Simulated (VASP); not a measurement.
A run of VASP 6.6.1 is set up as follows.

The input INCAR:

```
PREC = Accurate ; ENCUT = 520
EDIFF = 1E-6 ; ISMEAR = -1
SIGMA = 0.1 ; LREAL = False
LASPH = True ; NELM = 80
ALGO = Normal ; ISIF = 2
LWAVE = False ; LCHARG = True
GGA = PE ; LELF = True
LVHAR = True ; NBANDS = 30
```

KPOINTS

```
regular mesh
0
Gamma
  5 5 5
```

Contents of POSCAR:

```
AlCo2
1.0
    0.0000000000      3.2641560000      3.2641560000
    3.2641560000      0.0000000000      3.2641560000
    3.2641560000      3.2641560000      0.0000000000
Co Al
4 2
Direct
    0.6250000000      0.6250000000      0.6250000000
    0.1250000000      0.6250000000      0.6250000000
    0.6250000000      0.6250000000      0.1250000000
    0.6250000000      0.1250000000      0.6250000000
    0.0000000000      0.0000000000      0.0000000000
    0.2500000000      0.2500000000      0.2500000000
```

Potentials or basis: VASP PAW PBE potentials, release 64 (Co, Al).

Launch:

```bash
$ cat potpaw_PBE.64/Co/POTCAR potpaw_PBE.64/Al/POTCAR > POTCAR
$ mpirun -np 1 vasp_std > vasp.out
```

(1) Predict the band gap on the k mesh.

(2) Predict the pressure.

Results:

(1) none (metal or under the smearing width).

(2) 3.7 GPa.
